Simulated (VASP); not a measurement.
A run of VASP 6.6.1:

Contents of INCAR:

```
PREC = Accurate
ENCUT = 450
EDIFF = 1E-5
ISMEAR = 0
SIGMA = 0.03
LREAL = Auto
LASPH = T
NELM = 120
ALGO = Normal
ISIF = 2
LWAVE = F
LCHARG = F
ISPIN = 2
MAGMOM = 4 0 0 0 0 0 0 0 0 0 0 0 0 0 0 0 0 0 0 0 0 0 0 0
LORBIT = 11
LMAXMIX = 4
LDAU = T
LDAUTYPE = 2
LDAUL = 2 -1
LDAUU = 4 0
LDAUJ = 0 0
LDAUPRINT = 1
GGA = PS
IBRION = 2
NSW = 40
EDIFFG = -0.03
KPAR = 4
```

KPOINTS

```
Automatic mesh
0
Gamma
  3 4 4
```

Contents of POSCAR:

```
FeC23
1.0
    0.0000000000      5.3503200000      5.3503200000
    3.5668800000      0.0000000000      3.5668800000
    3.5668800000      3.5668800000      0.0000000000
Fe C
1 23
Direct
    0.0000000000      0.0000000000      0.0000000000
    0.0000000000      0.0000000000      0.5000000000
    0.0000000000      0.5000000000      0.0000000000
    0.0000000000      0.5000000000      0.5000000000
    0.3333330000      0.0000000000      0.0000000000
    0.3333330000      0.0000000000      0.5000000000
    0.3333330000      0.5000000000      0.0000000000
    0.3333330000      0.5000000000      0.5000000000
    0.6666670000      0.0000000000      0.0000000000
    0.6666670000      0.0000000000      0.5000000000
    0.6666670000      0.5000000000      0.0000000000
    0.6666670000      0.5000000000      0.5000000000
    0.0833333333      0.1250000000      0.1250000000
    0.0833333333      0.1250000000      0.6250000000
    0.0833333333      0.6250000000      0.1250000000
    0.0833333333      0.6250000000      0.6250000000
    0.4166663333      0.1250000000      0.1250000000
    0.4166663333      0.1250000000      0.6250000000
    0.4166663333      0.6250000000      0.1250000000
    0.4166663333      0.6250000000      0.6250000000
    0.7500003333      0.1250000000      0.1250000000
    0.7500003333      0.1250000000      0.6250000000
    0.7500003333      0.6250000000      0.1250000000
    0.7500003333      0.6250000000      0.6250000000
```

Potentials or basis: VASP PAW PBE potentials, release 64 (Fe, C).

Run with:

```bash
$ cat potpaw_PBE.64/Fe/POTCAR potpaw_PBE.64/C/POTCAR > POTCAR
$ mpirun -np 4 vasp_std > vasp.out
```

Hardware: 4 MPI ranks on Intel(R) Xeon(R) Platinum 8559C (Emerald Rapids), on a shared host.

Problem. Estimate the wall time of this run.

Solution. It took 23 min on 4 MPI ranks on Intel(R) Xeon(R) Platinum 8559C (Emerald Rapids), with other jobs on the host, peak memory 0.39 GiB a rank. Counts: scf iterations 111, k points 17, ion steps 15.
